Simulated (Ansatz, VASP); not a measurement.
# H5C4SN2Cl (H5C4SN2Cl (Cmcm)) in two plane-wave programs

One calculation is typed for both programs; each brings its own data sets. How far apart do they land? Of the first pair: The structure shown is the start of the Ansatz relaxation below; VASP solves that cell, so the two are compared at the walk's first step.

Main program and level: Ansatz 0.2.0; plane waves, with VASP 6.6.1 beside it; single point at PBEsol.

### 1. The structure

The cell holds 104 atoms: 40 H, 32 C, 8 S, 16 N and 8 Cl. Cell: a = 8.017 Å, b = 12.911 Å, c = 13.085 Å, α = 90.0°, β = 90.0°, γ = 90.0°. It derives from H5C4SN2Cl (Cmcm), repeated 1×1×2. As first built, before any earlier steps moved the atoms (in the runner's words): H5C4SN2Cl, space group Cmcm, measured structure (Crystallography Open Database), 1 x 1 x 2 conventional cells; positions as measured.

### 2. Ansatz: relaxation, PBEsol

Ansatz runs on its default PAW (the set named soft_2) files.

The two programs are compared at the cell with which this relaxation starts, whose forces are those of its first step.

The input, input.yaml:

```yaml
crystal:
  lattice:
    - [8.0166, 0.0, 0.0]
    - [0.0, 12.9113, 0.0]
    - [0.0, 0.0, 13.0846]
  atoms:
    - { symbol: H, position: [0.727, 0.253, 0.375] }
    - { symbol: H, position: [0.273, 0.747, 0.125] }
    - { symbol: H, position: [0.273, 0.253, 0.375] }
    - { symbol: H, position: [0.727, 0.747, 0.125] }
    - { symbol: H, position: [0.227, 0.753, 0.375] }
    - { symbol: H, position: [0.773, 0.247, 0.125] }
    - { symbol: H, position: [0.773, 0.753, 0.375] }
    - { symbol: H, position: [0.227, 0.247, 0.125] }
    - { symbol: H, position: [0.5, 0.0, 0.375] }
    - { symbol: H, position: [0.5, 0.0, 0.125] }
    - { symbol: H, position: [0.0, 0.5, 0.375] }
    - { symbol: H, position: [0.0, 0.5, 0.125] }
    - { symbol: H, position: [0.783, 0.093, 0.375] }
    - { symbol: H, position: [0.217, 0.907, 0.125] }
    - { symbol: H, position: [0.217, 0.093, 0.375] }
    - { symbol: H, position: [0.783, 0.907, 0.125] }
    - { symbol: H, position: [0.283, 0.593, 0.375] }
    - { symbol: H, position: [0.717, 0.407, 0.125] }
    - { symbol: H, position: [0.717, 0.593, 0.375] }
    - { symbol: H, position: [0.283, 0.407, 0.125] }
    - { symbol: C, position: [0.5, 0.2829, 0.375] }
    - { symbol: C, position: [0.5, 0.7171, 0.125] }
    - { symbol: C, position: [0.0, 0.7829, 0.375] }
    - { symbol: C, position: [0.0, 0.2171, 0.125] }
    - { symbol: C, position: [0.5, 0.0666, 0.375] }
    - { symbol: C, position: [0.5, 0.9334, 0.125] }
    - { symbol: C, position: [0.0, 0.5666, 0.375] }
    - { symbol: C, position: [0.0, 0.4334, 0.125] }
    - { symbol: C, position: [0.6462, 0.122, 0.375] }
    - { symbol: C, position: [0.3538, 0.878, 0.125] }
    - { symbol: C, position: [0.3538, 0.122, 0.375] }
    - { symbol: C, position: [0.6462, 0.878, 0.125] }
    - { symbol: C, position: [0.1462, 0.622, 0.375] }
    - { symbol: C, position: [0.8538, 0.378, 0.125] }
    - { symbol: C, position: [0.8538, 0.622, 0.375] }
    - { symbol: C, position: [0.1462, 0.378, 0.125] }
    - { symbol: S, position: [0.5, 0.40962, 0.375] }
    - { symbol: S, position: [0.5, 0.59038, 0.125] }
    - { symbol: S, position: [0.0, 0.90962, 0.375] }
    - { symbol: S, position: [0.0, 0.09038, 0.125] }
    - { symbol: "N", position: [0.6416, 0.2246, 0.375] }
    - { symbol: "N", position: [0.3584, 0.7754, 0.125] }
    - { symbol: "N", position: [0.3584, 0.2246, 0.375] }
    - { symbol: "N", position: [0.6416, 0.7754, 0.125] }
    - { symbol: "N", position: [0.1416, 0.7246, 0.375] }
    - { symbol: "N", position: [0.8584, 0.2754, 0.125] }
    - { symbol: "N", position: [0.8584, 0.7246, 0.375] }
    - { symbol: "N", position: [0.1416, 0.2754, 0.125] }
    - { symbol: Cl, position: [0.5, 0.20574, 0.125] }
    - { symbol: Cl, position: [0.5, 0.79426, 0.375] }
    - { symbol: Cl, position: [0.0, 0.70574, 0.125] }
    - { symbol: Cl, position: [0.0, 0.29426, 0.375] }
    - { symbol: H, position: [0.727, 0.253, 0.875] }
    - { symbol: H, position: [0.273, 0.747, 0.625] }
    - { symbol: H, position: [0.273, 0.253, 0.875] }
    - { symbol: H, position: [0.727, 0.747, 0.625] }
    - { symbol: H, position: [0.227, 0.753, 0.875] }
    - { symbol: H, position: [0.773, 0.247, 0.625] }
    - { symbol: H, position: [0.773, 0.753, 0.875] }
    - { symbol: H, position: [0.227, 0.247, 0.625] }
    - { symbol: H, position: [0.5, 0.0, 0.875] }
    - { symbol: H, position: [0.5, 0.0, 0.625] }
    - { symbol: H, position: [0.0, 0.5, 0.875] }
    - { symbol: H, position: [0.0, 0.5, 0.625] }
    - { symbol: H, position: [0.783, 0.093, 0.875] }
    - { symbol: H, position: [0.217, 0.907, 0.625] }
    - { symbol: H, position: [0.217, 0.093, 0.875] }
    - { symbol: H, position: [0.783, 0.907, 0.625] }
    - { symbol: H, position: [0.283, 0.593, 0.875] }
    - { symbol: H, position: [0.717, 0.407, 0.625] }
    - { symbol: H, position: [0.717, 0.593, 0.875] }
    - { symbol: H, position: [0.283, 0.407, 0.625] }
    - { symbol: C, position: [0.5, 0.2829, 0.875] }
    - { symbol: C, position: [0.5, 0.7171, 0.625] }
    - { symbol: C, position: [0.0, 0.7829, 0.875] }
    - { symbol: C, position: [0.0, 0.2171, 0.625] }
    - { symbol: C, position: [0.5, 0.0666, 0.875] }
    - { symbol: C, position: [0.5, 0.9334, 0.625] }
    - { symbol: C, position: [0.0, 0.5666, 0.875] }
    - { symbol: C, position: [0.0, 0.4334, 0.625] }
    - { symbol: C, position: [0.6462, 0.122, 0.875] }
    - { symbol: C, position: [0.3538, 0.878, 0.625] }
    - { symbol: C, position: [0.3538, 0.122, 0.875] }
    - { symbol: C, position: [0.6462, 0.878, 0.625] }
    - { symbol: C, position: [0.1462, 0.622, 0.875] }
    - { symbol: C, position: [0.8538, 0.378, 0.625] }
    - { symbol: C, position: [0.8538, 0.622, 0.875] }
    - { symbol: C, position: [0.1462, 0.378, 0.625] }
    - { symbol: S, position: [0.5, 0.40962, 0.875] }
    - { symbol: S, position: [0.5, 0.59038, 0.625] }
    - { symbol: S, position: [0.0, 0.90962, 0.875] }
    - { symbol: S, position: [0.0, 0.09038, 0.625] }
    - { symbol: "N", position: [0.6416, 0.2246, 0.875] }
    - { symbol: "N", position: [0.3584, 0.7754, 0.625] }
    - { symbol: "N", position: [0.3584, 0.2246, 0.875] }
    - { symbol: "N", position: [0.6416, 0.7754, 0.625] }
    - { symbol: "N", position: [0.1416, 0.7246, 0.875] }
    - { symbol: "N", position: [0.8584, 0.2754, 0.625] }
    - { symbol: "N", position: [0.8584, 0.7246, 0.875] }
    - { symbol: "N", position: [0.1416, 0.2754, 0.625] }
    - { symbol: Cl, position: [0.5, 0.20574, 0.625] }
    - { symbol: Cl, position: [0.5, 0.79426, 0.875] }
    - { symbol: Cl, position: [0.0, 0.70574, 0.625] }
    - { symbol: Cl, position: [0.0, 0.29426, 0.875] }
kpoints:
  mp_grid: { grid: [1, 1, 1] }
hamiltonian:
  xc: pbesol
scf:
  occupations: { method: fixed }
output:
  forces: true
relax:
  f_tol: 0.05
  max_steps: 200
  cell: {}
```

Started as:

```sh
ansatz run input.yaml --threads 4 --pin off --max-ram 8192MiB --backend cpu --events-out ev --progress --plain --runs-dir out
```

Numbers of over 12 decimals in the logs are rounded to 6 here.

Output:

```text
Engine: ansatz 0.2.0, aarch64-unknown-linux-gnu
Pseudopotentials: kind: paw
Pseudopotential: H, paw, valence charge 1, recommended cutoff 420 eV (normal), H.paw.azcp
Pseudopotential: C, paw, valence charge 4, recommended cutoff 420 eV (normal), C.paw.azcp
Pseudopotential: S, paw, valence charge 6, recommended cutoff 420 eV (normal), S.paw.azcp
Pseudopotential: N, paw, valence charge 5, recommended cutoff 420 eV (normal), N.paw.azcp
Pseudopotential: Cl, paw, valence charge 7, recommended cutoff 420 eV (normal), Cl.paw.azcp
Functional definition: PBEsol
  exchange = pbesol_x
  correlation = pbesol_c
Crystal: 104 atoms, lattice volume = 1354.318 Å³
Basis set: ecut = 420 eV, 26555 PW (Γ), exchange–correlation on 108×180×180 points (8 copies of the dense FFT grid, shifted against one another)
Bands: 280, of which v1, the nominal top of the filled ones, is band 176 counted from 1 (175 counted from 0)
Symmetry: 32 space group operations
Space group: Cmcm (ITA 63), of the structure as read, at distance tolerance 1.1e-4 Å
k-points: 1
Non-local potential: H, projectors of the file, l = 0: 2, l = 1: 1
Non-local potential: C, projectors of the file, l = 0: 2, l = 1: 2, l = 2: 1
Non-local potential: S, projectors of the file, l = 0: 2, l = 1: 2, l = 2: 2
Non-local potential: N, projectors of the file, l = 0: 2, l = 1: 2, l = 2: 1
Non-local potential: Cl, projectors of the file, l = 0: 2, l = 1: 2, l = 2: 2
PAW form: soft (Blöchl's): semilocal exchange-correlation on the pseudo side does not see the compensation charge
PAW frozen core: C, regenerated for the run's functional, and the local potential with it (the file was generated under x = pbe(κ = 0.804, μ = 0.219515), c = pbe(β = 0.066725))
PAW frozen core: S, regenerated for the run's functional, and the local potential with it (the file was generated under x = pbe(κ = 0.804, μ = 0.219515), c = pbe(β = 0.066725))
PAW frozen core: N, regenerated for the run's functional, and the local potential with it (the file was generated under x = pbe(κ = 0.804, μ = 0.219515), c = pbe(β = 0.066725))
PAW frozen core: Cl, regenerated for the run's functional, and the local potential with it (the file was generated under x = pbe(κ = 0.804, μ = 0.219515), c = pbe(β = 0.066725))
PAW one-centre angular grid: H, 110 points (default); XC on 64 Gauss nodes
PAW one-centre angular grid: C, 110 points (default); XC on 64 Gauss nodes
PAW one-centre angular grid: S, 110 points (default); XC on 64 Gauss nodes
PAW one-centre angular grid: N, 110 points (default); XC on 64 Gauss nodes
PAW one-centre angular grid: Cl, 110 points (default); XC on 64 Gauss nodes
Initial density: superposition of atomic densities (neutral atoms: chi_scale 0, normalization atom), corrected by the library's trained network
Initial wavefunctions: pseudopotential atomic-orbital guess
Functional: x = pbesol(κ = 0.804, μ = 0.123457), c = pbesol(β = 0.046)
SCF iter   1: F=—  HF=-30102.955932 eV  |F-HF|=—  |Δ(HF+E_count)|=         —  Δρ=9.26e-3  dr2=2.25e0  ethr=1.77e-3  ⟨swp⟩=5.0  Hψ=1013  notcnv=0  defer=98
preconditioner: auto → Resta (q_TF=auto, 2.180 Å⁻¹)  ε∞=2.6  [insulator: Δε(μ)=2.199 eV  Ē_g=14.791 eV  n_scr=240 (ndim 8)  ℏωp=18.5 eV  f_vac=0.145  ε∞_Penn≈2.6]
SCF iter   2: F=—  HF=-30102.309865 eV  |F-HF|=—  |Δ(HF+E_count)|=   6.46e-1  Δρ=4.45e-3  dr2=2.56e-1  ethr=6.38e-4  ⟨swp⟩=3.0  Hψ=463  notcnv=0  defer=97
SCF iter   3: F=—  HF=-30102.244873 eV  |F-HF|=—  |Δ(HF+E_count)|=   6.50e-2  Δρ=1.95e-3  dr2=6.61e-2  ethr=7.26e-5  ⟨swp⟩=2.0  Hψ=266  notcnv=0  defer=49
automatic band count: iteration 3 solves 227 bands in place of 280: the levels show a gap, and the empty bands left out lie too high to hold charge; the band table lists the bands solved (type scf.n_extra_bands for more)
SCF iter   4: F=—  HF=-30102.235005 eV  |F-HF|=—  |Δ(HF+E_count)|=   9.87e-3  Δρ=8.15e-4  dr2=1.07e-2  ethr=1.88e-5  ⟨swp⟩=2.0  Hψ=338  notcnv=0  defer=49
SCF iter   5: F=—  HF=-30102.234991 eV  |F-HF|=—  |Δ(HF+E_count)|=   1.36e-5  Δρ=2.28e-4  dr2=6.09e-4  ethr=3.04e-6  ⟨swp⟩=2.0  Hψ=346  notcnv=0  defer=49
SCF iter   6: F=—  HF=-30102.235679 eV  |F-HF|=—  |Δ(HF+E_count)|=   6.88e-4  Δρ=7.31e-5  dr2=8.51e-5  ethr=1.73e-7  ⟨swp⟩=2.0  Hψ=336  notcnv=0  defer=43
SCF iter   7: F=—  HF=-30102.236614 eV  |F-HF|=—  |Δ(HF+E_count)|=   9.35e-4  Δρ=2.47e-5  dr2=7.91e-6  ethr=2.42e-8  ⟨swp⟩=2.0  Hψ=403  notcnv=0  defer=43
SCF iter   8: F=—  HF=-30102.236624 eV  |F-HF|=—  |Δ(HF+E_count)|=   9.81e-6  Δρ=7.56e-6  dr2=7.94e-7  ethr=2.25e-9  ⟨swp⟩=2.0  Hψ=360  notcnv=0  defer=43
SCF iter   9: F=—  HF=-30102.236625 eV  |F-HF|=—  |Δ(HF+E_count)|=   1.03e-6  Δρ=2.68e-6  dr2=1.43e-7  ethr=2.84e-11  ⟨swp⟩=5.0  Hψ=809  notcnv=0
[...]
cell:  # Å, volume = 1389.6197 Å³
    - [7.876088, 0, 0]
    - [0, 13.334186, 0]
    - [0, 0, 13.231798]
  atoms:
    - { symbol: H, position: [0.764856, 0.255639, 0.375000] }
    - { symbol: H, position: [0.235144, 0.744361, 0.125000] }
    - { symbol: H, position: [0.235144, 0.255639, 0.375000] }
    - { symbol: H, position: [0.764856, 0.744361, 0.125000] }
    - { symbol: H, position: [0.264856, 0.755639, 0.375000] }
    - { symbol: H, position: [0.735144, 0.244361, 0.125000] }
    - { symbol: H, position: [0.735144, 0.755639, 0.375000] }
    - { symbol: H, position: [0.264856, 0.244361, 0.125000] }
    - { symbol: H, position: [0.500000, -0.019551, 0.375000] }
    - { symbol: H, position: [0.500000, 0.019551, 0.125000] }
    - { symbol: H, position: [4.1847812316588493e-19, 0.480449, 0.375000] }
    - { symbol: H, position: [4.1847812316586606e-19, 0.519551, 0.125000] }
    - { symbol: H, position: [0.774884, 0.082850, 0.375000] }
    - { symbol: H, position: [0.225116, 0.917150, 0.125000] }
    - { symbol: H, position: [0.225116, 0.082850, 0.375000] }
    - { symbol: H, position: [0.774884, 0.917150, 0.125000] }
    - { symbol: H, position: [0.274884, 0.582850, 0.375000] }
    - { symbol: H, position: [0.725116, 0.417150, 0.125000] }
    - { symbol: H, position: [0.725116, 0.582850, 0.375000] }
    - { symbol: H, position: [0.274884, 0.417150, 0.125000] }
    - { symbol: C, position: [0.500000, 0.273989, 0.375000] }
    - { symbol: C, position: [0.500000, 0.726011, 0.125000] }
    - { symbol: C, position: [4.184781231658664e-19, 0.773989, 0.375000] }
    - { symbol: C, position: [4.1847812316587415e-19, 0.226011, 0.125000] }
    - { symbol: C, position: [0.500000, 0.062749, 0.375000] }
    - { symbol: C, position: [0.500000, 0.937251, 0.125000] }
    - { symbol: C, position: [4.184781231658702e-19, 0.562749, 0.375000] }
    - { symbol: C, position: [4.184781231658577e-19, 0.437251, 0.125000] }
    - { symbol: C, position: [0.648964, 0.117571, 0.375000] }
    - { symbol: C, position: [0.351036, 0.882429, 0.125000] }
    - { symbol: C, position: [0.351036, 0.117571, 0.375000] }
    - { symbol: C, position: [0.648964, 0.882429, 0.125000] }
    - { symbol: C, position: [0.148964, 0.617571, 0.375000] }
    - { symbol: C, position: [0.851036, 0.382429, 0.125000] }
    - { symbol: C, position: [0.851036, 0.617571, 0.375000] }
    - { symbol: C, position: [0.148964, 0.382429, 0.125000] }
    - { symbol: S, position: [0.500000, 0.398200, 0.375000] }
    - { symbol: S, position: [0.500000, 0.601800, 0.125000] }
    - { symbol: S, position: [4.1847812316587944e-19, 0.898200, 0.375000] }
    - { symbol: S, position: [4.184781231658706e-19, 0.101800, 0.125000] }
    - { symbol: N, position: [0.646255, 0.217479, 0.375000] }
    - { symbol: N, position: [0.353745, 0.782521, 0.125000] }
    - { symbol: N, position: [0.353745, 0.217479, 0.375000] }
    - { symbol: N, position: [0.646255, 0.782521, 0.125000] }
    - { symbol: N, position: [0.146255, 0.717479, 0.375000] }
    - { symbol: N, position: [0.853745, 0.282521, 0.125000] }
    - { symbol: N, position: [0.853745, 0.717479, 0.375000] }
    - { symbol: N, position: [0.146255, 0.282521, 0.125000] }
    - { symbol: Cl, position: [0.500000, 0.195008, 0.125000] }
    - { symbol: Cl, position: [0.500000, 0.804992, 0.375000] }
    - { symbol: Cl, position: [4.1847812316587877e-19, 0.695008, 0.125000] }
    - { symbol: Cl, position: [4.184781231658667e-19, 0.304992, 0.375000] }
    - { symbol: H, position: [0.764856, 0.255639, 0.875000] }
    - { symbol: H, position: [0.235144, 0.744361, 0.625000] }
    - { symbol: H, position: [0.235144, 0.255639, 0.875000] }
    - { symbol: H, position: [0.764856, 0.744361, 0.625000] }
[...]
- { symbol: H, position: [0.774884, 0.082850, 0.875000] }
    - { symbol: H, position: [0.225116, 0.917150, 0.625000] }
    - { symbol: H, position: [0.225116, 0.082850, 0.875000] }
    - { symbol: H, position: [0.774884, 0.917150, 0.625000] }
    - { symbol: H, position: [0.274884, 0.582850, 0.875000] }
    - { symbol: H, position: [0.725116, 0.417150, 0.625000] }
    - { symbol: H, position: [0.725116, 0.582850, 0.875000] }
    - { symbol: H, position: [0.274884, 0.417150, 0.625000] }
    - { symbol: C, position: [0.500000, 0.273989, 0.875000] }
    - { symbol: C, position: [0.500000, 0.726011, 0.625000] }
    - { symbol: C, position: [4.1847812316585936e-19, 0.773989, 0.875000] }
    - { symbol: C, position: [4.184781231658728e-19, 0.226011, 0.625000] }
    - { symbol: C, position: [0.500000, 0.062749, 0.875000] }
    - { symbol: C, position: [0.500000, 0.937251, 0.625000] }
    - { symbol: C, position: [4.1847812316586153e-19, 0.562749, 0.875000] }
    - { symbol: C, position: [4.1847812316586196e-19, 0.437251, 0.625000] }
    - { symbol: C, position: [0.648964, 0.117571, 0.875000] }
    - { symbol: C, position: [0.351036, 0.882429, 0.625000] }
    - { symbol: C, position: [0.351036, 0.117571, 0.875000] }
    - { symbol: C, position: [0.648964, 0.882429, 0.625000] }
    - { symbol: C, position: [0.148964, 0.617571, 0.875000] }
    - { symbol: C, position: [0.851036, 0.382429, 0.625000] }
    - { symbol: C, position: [0.851036, 0.617571, 0.875000] }
    - { symbol: C, position: [0.148964, 0.382429, 0.625000] }
    - { symbol: S, position: [0.500000, 0.398200, 0.875000] }
    - { symbol: S, position: [0.500000, 0.601800, 0.625000] }
    - { symbol: S, position: [4.184781231658772e-19, 0.898200, 0.875000] }
    - { symbol: S, position: [4.1847812316585585e-19, 0.101800, 0.625000] }
    - { symbol: N, position: [0.646255, 0.217479, 0.875000] }
    - { symbol: N, position: [0.353745, 0.782521, 0.625000] }
    - { symbol: N, position: [0.353745, 0.217479, 0.875000] }
    - { symbol: N, position: [0.646255, 0.782521, 0.625000] }
    - { symbol: N, position: [0.146255, 0.717479, 0.875000] }
    - { symbol: N, position: [0.853745, 0.282521, 0.625000] }
    - { symbol: N, position: [0.853745, 0.717479, 0.875000] }
    - { symbol: N, position: [0.146255, 0.282521, 0.625000] }
    - { symbol: Cl, position: [0.500000, 0.195008, 0.625000] }
    - { symbol: Cl, position: [0.500000, 0.804992, 0.875000] }
    - { symbol: Cl, position: [4.184781231658613e-19, 0.695008, 0.625000] }
    - { symbol: Cl, position: [4.1847812316585946e-19, 0.304992, 0.875000] }
```

(Continued in part 2 of 2.)

[Lines on the potential files, build, host, timing and source positions are cut from VASP's logs without a mark.]

[Logs are printed without paths, hosts, clocks, repeated set-up lines and the standing remarks that a program may print on its own settings, such as how far it seeks lower states.]

[Hosts, paths, dates, database ids (printed as entryN), source tags and the programs' standing remarks are cut or masked in the printed files.]
